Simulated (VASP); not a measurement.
Runs of VASP 6.6.1 on Cu. It takes space group Fm-3m (No. 225, cubic). The conventional cell has a = 3.635 Å, b = 3.635 Å, c = 3.635 Å, α = 90.00°, β = 90.00°, γ = 90.00°. Cu (site symmetry m-3m) has 12 Cu at 2.57 Å as nearest neighbours. 

| task | cell | gap on the mesh (eV) | pressure (GPa) |
| --- | --- | --- | --- |
| single point | a relaxed cell with its volume scaled by 1.03 | none | (a) |
| single point | a relaxed cell with its volume scaled by 1.06 | none | -6.8 |
| single point | as given | none | 0.0 |
| relaxation of cell and atoms | relaxed | none | 0.0 |

Alike in all rows: level PBE; potentials or basis VASP PAW PBE potentials, release 64 (Cu); no spin polarisation; k mesh 20 × 20 × 20; cutoff (eV) 520; smearing gaussian 0.1 eV.

Question: Fill in the values left out.

Answer: (a) -3.8.

A gap of «none» marks a metal or a gap under the smearing width.
